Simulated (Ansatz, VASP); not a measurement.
# SrAl6ZnSi19O49 (glassy 79SiO2-12Al2O3-4SrO-4ZnO (mol %)) in two plane-wave programs, part 3 of 3

Aim: how closely do two programs agree when they are given the same cell, functional and k mesh? Of the first pair: The structure shown is the start of the Ansatz relaxation below; VASP solves that cell, so the two are compared at the walk's first step.

VASP 6.6.1 and Ansatz 0.2.0.

So far. Step 3 (VASP: single point, PBE, start cell, pair 1): The run ends at a pressure of 8.32 GPa, with forces up to 6.6 eV/Å.

## (6) VASP: single point, PBE, relaxed cell, pair 2

Level of this step: PBE; plane waves and PAW (Si, Al, Sr_sv, Zn, O) (VASP).

The same cell, functional and mesh now go to VASP, with its own data sets.

INCAR reads:

```
SYSTEM = SrAl6ZnSi19O49
PREC = Accurate
ENCUT = 600
EDIFF = 1E-06
NELM = 120
ISMEAR = 0
SIGMA = 0.01
LREAL = Auto
ALGO = Normal
GGA = PE
NBANDS = 264
LORBIT = 11
LWAVE = .FALSE.
LCHARG = .FALSE.
ISIF = 2
LASPH = .TRUE.
GGA_COMPAT = .FALSE.
EFERMI = MIDGAP
NCORE = 2
```

POSCAR reads:

```
SrAl6ZnSi19O49
1.0
   10.0277560000      0.1908270000      0.0016750000
    0.1908270000      9.8328880000     -0.2573980000
    0.0016750000     -0.2573980000     10.2050260000
Si Al Sr Zn O
19 6 1 1 49
Direct
    0.7447000000      0.7466500000      0.3099900000
    0.0398900000      0.9370800000      0.9899200000
    0.2223200000      0.3596700000      0.4850400000
    0.6214100000      0.3825500000      0.2203000000
    0.7487900000      0.1883300000      0.7060800000
    0.3843900000      0.2574200000      0.0643400000
    0.5474100000      0.9733200000      0.2632900000
    0.8349700000      0.0131600000      0.2221300000
    0.4586500000      0.9865300000      0.5494500000
    0.2597800000      0.0230300000      0.1748000000
    0.5258800000      0.7500600000      0.8464600000
    0.0421000000      0.6284300000      0.9200400000
    0.0121000000      0.2192500000      0.8755800000
    0.5408500000      0.0701400000      0.8377500000
    0.2600000000      0.4127800000      0.8588300000
    0.8135200000      0.6467600000      0.7174400000
    0.2464000000      0.6077900000      0.3419400000
    0.8938200000      0.2967400000      0.1622100000
    0.9838600000      0.5825800000      0.2145400000
    0.6940600000      0.4961900000      0.4893600000
    0.4511700000      0.6876000000      0.5749500000
    0.4842500000      0.3671600000      0.6291100000
    0.4827800000      0.6686200000      0.1497500000
    0.1581200000      0.0529900000      0.4704000000
    0.8735200000      0.9211300000      0.5493800000
    0.1557100000      0.7705100000      0.6560600000
    0.9862000000      0.3844800000      0.6287000000
    0.6529500000      0.3064300000      0.6484300000
    0.1188100000      0.2315500000      0.4827700000
    0.4960800000      0.6906500000      0.9856700000
    0.6660800000      0.6805700000      0.7791500000
    0.9121700000      0.5868000000      0.8340300000
    0.3280300000      0.6645100000      0.2218900000
    0.8232200000      0.9006000000      0.3508400000
    0.0393500000      0.9504900000      0.5364100000
    0.2463800000      0.4413400000      0.3480700000
    0.9742800000      0.2739100000      0.0231900000
    0.4951800000      0.2893900000      0.1763000000
    0.3689700000      0.2975900000      0.5208700000
    0.6903500000      0.1342200000      0.8435000000
    0.0443800000      0.5819200000      0.0674300000
    0.7822700000      0.0656100000      0.5997400000
    0.5969100000      0.8033400000      0.2504100000
    0.6759300000      0.0385400000      0.1930900000
    0.9008900000      0.2553700000      0.7557600000
    0.7419900000      0.3285800000      0.1185300000
    0.4164200000      0.9636800000      0.1725700000
    0.7297200000      0.6598100000      0.4331400000
    0.8771400000      0.7768800000      0.6494200000
    0.8450200000      0.6751200000      0.2013400000
    0.5171200000      0.0421100000      0.4079000000
    0.9033500000      0.1590000000      0.2508600000
    0.4439100000      0.1591000000      0.9406200000
    0.5504600000      0.9129100000      0.8745700000
    0.0240700000      0.0528400000      0.8797300000
    0.2644300000      0.1805200000      0.1344200000
    0.9553000000      0.4250900000      0.2473600000
    0.0841400000      0.6518900000      0.3214900000
    0.5876700000      0.5405800000      0.2007900000
    0.5338500000      0.5264900000      0.5614900000
    0.5325300000      0.8370000000      0.5466500000
    0.3126600000      0.3948200000      0.0093600000
    0.1812300000      0.0041300000      0.3058900000
    0.3015500000      0.6771500000      0.4808000000
    0.6787600000      0.3667800000      0.3679400000
    0.1857300000      0.9397300000      0.0546800000
    0.3885600000      0.4045400000      0.7687200000
    0.9159300000      0.9396700000      0.0962600000
    0.0451300000      0.7932600000      0.9017900000
    0.8219800000      0.5100100000      0.6134500000
    0.4954000000      0.0812800000      0.6830800000
    0.4034900000      0.7251100000      0.7417900000
    0.1421400000      0.4722600000      0.5864300000
    0.1772000000      0.5616100000      0.8515100000
    0.2976900000      0.9830100000      0.5540300000
    0.1452200000      0.2934700000      0.8276900000
```

KPOINTS reads:

```
Automatic mesh
0
Gamma
1 1 1
0 0 0
```

The projector-augmented-wave data sets are Si, Al, Sr_sv, Zn and O (PBE family, release 64).

Command:

```console
mpirun -np 8 vasp_gam
```

Numbers of over 12 decimals in the logs are rounded to 6 here.

Log:

```text
[... set-up lines as in an earlier step ...]
 entering main loop
       N       E                     dE             d eps       ncg     rms          rms(c)
DAV:   1     0.441264207585E+04    0.44126E+04   -0.25448E+05   528   0.174E+03
DAV:   2    -0.187787124375E+03   -0.46004E+04   -0.44165E+04   640   0.415E+02
DAV:   3    -0.644894425085E+03   -0.45711E+03   -0.45286E+03   624   0.145E+02
DAV:   4    -0.659636822454E+03   -0.14742E+02   -0.14670E+02   656   0.284E+01
[...]
DAV:  17    -0.578228745632E+03   -0.13026E-05   -0.62753E-05   768   0.272E-02    0.881E-03
DAV:  18    -0.578228748957E+03   -0.33246E-05   -0.30820E-05   680   0.163E-02    0.113E-02
DAV:  19    -0.578228748607E+03    0.34975E-06   -0.25838E-06   504   0.561E-03
   1 F= -.57822875E+03 E0= -.57822875E+03  d E =0.000000E+00
```

OUTCAR, selected parts (step 6):

```text
  Total       -0.1550587     -0.7271908     -0.5461804     -0.0501398     -0.1298629     -0.1735481
  in kB       -0.2471469     -1.1590640     -0.8705530     -0.0799175     -0.2069876     -0.2766170
  external PRESSURE =      -0.7589213 kB  Pullay stress =       0.0000000 kB

 POSITION                                       TOTAL-FORCE (eV/Angst)
 -----------------------------------------------------------------------------------
      7.61067      7.40404      2.97252        -0.028801      0.023254     -0.040786
      0.58049      8.96701      9.86102        -0.020136     -0.034963     -0.049860
      2.29882      3.45417      4.85764         0.015111      0.002830     -0.037169
      6.30472      3.82345      2.15074        -0.026957     -0.050609     -0.049330
      7.54580      1.81297      7.15834         0.064327      0.028348      0.013404
      3.90380      2.58797      0.59098        -0.014310     -0.010696      0.002617
      5.67547      9.60724      2.43727         0.001559     -0.000975     -0.048692
      8.37576      0.23156      2.26485         0.029774     -0.027767      0.023982
      4.78841      9.64653      5.35399         0.007514      0.074516     -0.012129
      2.60970      0.23103      1.77835         0.008148     -0.019034     -0.044266
      5.41795      7.25773      8.44596         0.021308     -0.007422      0.030859
      0.54363      5.95050      9.22735         0.029762     -0.000340      0.024566
      0.16464      1.93280      8.87890         0.006855     -0.006839     -0.025799
      5.43830      0.57725      8.53211        -0.001244      0.007992      0.029554
[...]
-----------------------------------------------------------------------------------
    total drift:                               -0.018551     -0.012131      0.001644

  FREE ENERGIE OF THE ION-ELECTRON SYSTEM (eV)
  ---------------------------------------------------
  free  energy   TOTEN  =      -578.2287486074 eV

  energy  without entropy=     -578.2287486074  energy(sigma->0) =     -578.22874861

[... 1 part as in an earlier step ...]

[... 2 further parts left out ...]
[key lines of the parts left out:]
E-fermi :   3.6909
```

The run ends at a pressure of -0.08 GPa, with forces up to 0.11 eV/Å.

## (7) Differences

What differs besides the data sets and the points named for the pairs above, as far as they apply: the cutoff is 420 eV in Ansatz and 600 eV in VASP (PREC = Accurate, projectors in real space). Total energies have different zeros and are not compared.

Compared:

| quantity | Ansatz | VASP | difference |
| --- | --- | --- | --- |
| pressure (GPa) | 0.01 | -0.08 | +0.09 |
| gap on the k mesh (eV) | 3.859 | 3.849 | +0.010 |

Forces on 7 of the 76 atoms, those with the largest forces and the largest differences (eV/Å; atoms numbered as in POSCAR):

```
atom          Ansatz x, y, z            VASP x, y, z
 Si4  -0.002, -0.007, -0.023  -0.027, -0.051, -0.049
 Si9  -0.011, -0.004, -0.009    0.008, 0.075, -0.012
Si18   0.011, -0.003, -0.001    0.072, -0.021, 0.012
Zn27   0.014, -0.010, -0.011   -0.057, -0.055, 0.004
 O48    0.001, -0.002, 0.010   -0.011, -0.065, 0.065
 O70  -0.015, -0.002, -0.019  -0.051, -0.015, -0.054
 O73    0.006, -0.006, 0.001    0.083, 0.077, -0.003
```

The forces differ by 24 meV/Å r.m.s., which is 90.1 % of the r.m.s. force of 0.027 eV/Å (both taken over all components). A gap on the mesh is an upper bound, since the band edges may lie between its points.

## (8) Outcome

* r.m.s. force difference (single point, PBE, start cell, pair 1): 1.9 % of the r.m.s. force
* r.m.s. force difference (single point, PBE, relaxed cell, pair 2): 24 meV/Å

**Reading.** The r.m.s. force difference is 24 meV/Å (single point, PBE, relaxed cell, pair 2), beyond the 12 meV/Å picked in this series as the mark of a large difference. What causes the difference of the single point, PBE, relaxed cell, pair 2 pair stays open here. How closely two codes agree says nothing of how well the functional describes the real material.

[Lines on the potential files, build, host, timing and source positions are cut from VASP's logs without a mark.]

[Logs are printed without paths, hosts, clocks, repeated set-up lines and the standing remarks that a program may print on its own settings, such as how far it seeks lower states.]

[Hosts, paths, dates, database ids (printed as entryN), source tags and the programs' standing remarks are cut or masked in the printed files.]
